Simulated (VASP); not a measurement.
Output of a VASP run:

OSZICAR:
```
       N       E                     dE             d eps       ncg     rms          rms(c)
DAV:   1    -0.745459113084E+01   -0.74546E+01   -0.21525E+03  2331   0.575E+02
DAV:   2    -0.137062562534E+02   -0.62517E+01   -0.60233E+01  3227   0.464E+01
DAV:   3    -0.137572777006E+02   -0.51021E-01   -0.48703E-01  3318   0.539E+00
DAV:   4    -0.137574674111E+02   -0.18971E-03   -0.19424E-03  3304   0.278E-01
DAV:   5    -0.137574682425E+02   -0.83136E-06   -0.90093E-06  3234   0.137E-02    0.433E+00
DAV:   6    -0.134046599575E+02    0.35281E+00   -0.14912E-01  3080   0.235E+00    0.272E+00
DAV:   7    -0.133977390352E+02    0.69209E-02   -0.87275E-03  2702   0.124E+00    0.558E-01
DAV:   8    -0.133978289188E+02   -0.89884E-04   -0.14347E-03  2723   0.416E-01    0.145E-01
DAV:   9    -0.133939882813E+02    0.38406E-02   -0.54206E-03  2807   0.737E-01    0.674E-02
DAV:  10    -0.133980945038E+02   -0.41062E-02   -0.38523E-03  2758   0.589E-01    0.115E-02
DAV:  11    -0.133981996008E+02   -0.10510E-03   -0.65500E-05  2716   0.775E-02    0.952E-03
DAV:  12    -0.133981891221E+02    0.10479E-04   -0.42209E-06  3178   0.255E-02    0.193E-03
DAV:  13    -0.133981951178E+02   -0.59957E-05   -0.10776E-06  2919   0.121E-02    0.273E-03
DAV:  14    -0.133981914632E+02    0.36547E-05   -0.57025E-07  3066   0.759E-03    0.342E-04
DAV:  15    -0.133981910169E+02    0.44621E-06   -0.49654E-08  1610   0.285E-03    0.304E-04
DAV:  16    -0.133981911465E+02   -0.12955E-06   -0.46758E-09  1533   0.668E-04    0.218E-04
DAV:  17    -0.133981909411E+02    0.20540E-06   -0.74036E-10  1512   0.297E-04    0.431E-05
DAV:  18    -0.133981910286E+02   -0.87486E-07   -0.48326E-10  1491   0.193E-04
   1 F= -.13398191E+02 E0= -.13398191E+02  d E =0.000000E+00
       N       E                     dE             ncg
```

OUTCAR:
```
------------------------ aborting loop because EDIFF is reached ----------------------------------------
  FORCE on cell =-STRESS in cart. coord.  units (eV):
  Direction    XX          YY          ZZ          XY          YZ          ZX
  --------------------------------------------------------------------------------------
  Total       -0.1244469     -0.1244470      0.0643022      0.0000000      0.0000000      0.0000000
  in kB       -6.2550594     -6.2550604      3.2320113      0.0000000      0.0000000      0.0000000
  external PRESSURE =      -3.0927028 kB  Pullay stress =       0.0000000 kB
  volume of cell :       31.88
      direct lattice vectors                 reciprocal lattice vectors
     2.829749039  0.000000000  0.000000000     0.353388229  0.204028773  0.000000000
    -1.414874520  2.450634750  0.000000000     0.000000000  0.408057545  0.000000000
     0.000000000  0.000000000  4.596601468     0.000000000  0.000000000  0.217552034
 POSITION                                       TOTAL-FORCE (eV/Angst)
 -----------------------------------------------------------------------------------
      1.41488      0.81688      3.44745         0.000000      0.000000      0.000000
     -0.00000      1.63376      1.14915        -0.000000     -0.000000      0.000000
 -----------------------------------------------------------------------------------
    total drift:                                0.000011     -0.000012     -0.000001
  FREE ENERGIE OF THE ION-ELECTRON SYSTEM (eV)
  ---------------------------------------------------
  free  energy   TOTEN  =       -13.3981910286 eV

  energy  without entropy=      -13.3981910286  energy(sigma->0) =      -13.39819103

 total charge

# of ion       s       p       d       tot
------------------------------------------
    1        0.421   0.361   0.000   0.782
    2        0.421   0.361   0.000   0.782
--------------------------------------------------
tot          0.843   0.722   0.000   1.565
```
(Selected blocks of OUTCAR.)

File POSCAR:
```
Al
1
    2.8297490390     0.0000000000     0.0000000000
   -1.4148745195     2.4506347503     0.0000000000
    0.0000000000     0.0000000000     4.5966014676
Al
2
Direct
  0.6666670000   0.3333330000   0.7500000000
  0.3333330000   0.6666670000   0.2500000000
```

### Question
Write an INCAR and KPOINTS that could have produced this output.

### Answer
This is not unique; one that fits is the input of the run itself, r2SCAN meta-GGA, plane waves, VASP's PBE PAW potentials (set 64).

KPOINTS_OPT:
```
k-points along high-symmetry lines
6
Line-mode
Reciprocal
  0.000000   0.000000   0.000000 ! GAMMA
  0.500000   0.000000   0.000000 ! M

  0.500000   0.000000   0.000000 ! M
  0.333333   0.333333   0.000000 ! K

  0.333333   0.333333   0.000000 ! K
  0.000000   0.000000   0.000000 ! GAMMA

  0.000000   0.000000   0.000000 ! GAMMA
  0.000000   0.000000   0.500000 ! A

  0.000000   0.000000   0.500000 ! A
  0.500000   0.000000   0.500000 ! L

  0.500000   0.000000   0.500000 ! L
  0.333333   0.333333   0.500000 ! H

  0.333333   0.333333   0.500000 ! H
  0.000000   0.000000   0.500000 ! A

  0.500000   0.000000   0.500000 ! L
  0.500000   0.000000   0.000000 ! M

  0.333333   0.333333   0.500000 ! H
  0.333333   0.333333   0.000000 ! K
```

### INCAR
```
! general
SYSTEM  = Al
PREC    = Accurate
ENCUT   = 400
LREAL   = F
LASPH   = T

! electronic loop
EDIFF   = 1E-7
NELM    = 100
ALGO    = Normal
LMIXTAU = T

! smearing
ISMEAR  = -5

! functional
METAGGA = R2SCAN

! ions
ISIF    = 2

! output
LWAVE   = F
LCHARG  = F
LORBIT  = 11
NEDOS   = 601
```

File KPOINTS:
```
Automatic mesh
0
Gamma
17 17 9
0 0 0
```

POTCAR, in this order: Al (PBE.64 set). Program: vasp_std.

For a metal the tetrahedron method with Blöchl corrections gives inexact stress and forces.

The structure comes from a computed database's Al entry (P6_3/mmc); how it stands against other phases isn't given here. It was relaxed first.
